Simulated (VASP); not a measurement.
Re:

```
Re
1.0
     2.76080    0.00000    0.00000
    -1.38040    2.39092    0.00000
     0.00000    0.00000    4.45820
Re
2
Cartesian
  0.0000 1.5939 1.1145
  1.3804 0.7970 3.3436
```

| Property | Result |
| --- | --- |
| Program | VASP 6.6.1 |
| Task | relaxation of cell and atoms |
| Functional | PBE |
| Potentials or basis | VASP PAW PBE potentials, release 64 (Re) |
| Cutoff | 600 eV |
| k mesh | 18 × 18 × 10 |
| Occupations | gaussian, width 0.1 eV |
| Spin | no spin polarisation |

At the start: pressure 5.7 GPa; volume 14.71 Å³/atom.

Where does the relaxation end?

Over 8 steps the energy falls by 3.8 meV/atom and the volume is 14.93 Å³/atom (+1.5 %); space group P6_3/mmc (No. 194, to 0.05 Å).

The path:
| step | energy change (eV) | largest force (eV/Å) | pressure (GPa) | volume (Å³) |
| --- | --- | --- | --- | --- |
| 1 | 0.0000 | 0.0000 | 5.72 | 29.43 |
| 2 | 0.1128 | 0.0000 | -19.61 | 31.72 |
| 3 | -0.0077 | 0.0000 | -0.12 | 29.88 |
| 4 | -0.0077 | 0.0000 | -0.01 | 29.87 |
| 5 | -0.0077 | 0.0000 | 0.10 | 29.86 |
| 6 | -0.0077 | 0.0000 | 0.09 | 29.86 |
| 7 | -0.0077 | 0.0000 | 0.09 | 29.86 |
| 8 | -0.0077 | 0.0000 | 0.02 | 29.87 |

Final structure:
```
CELL_PARAMETERS angstrom
2.77405 0.00000 0.00000
-1.38702 2.40240 0.00000
0.00000 0.00000 4.48132
ATOMIC_POSITIONS crystal
Re 0.33333 0.66667 0.25000
Re 0.66667 0.33333 0.75000
```
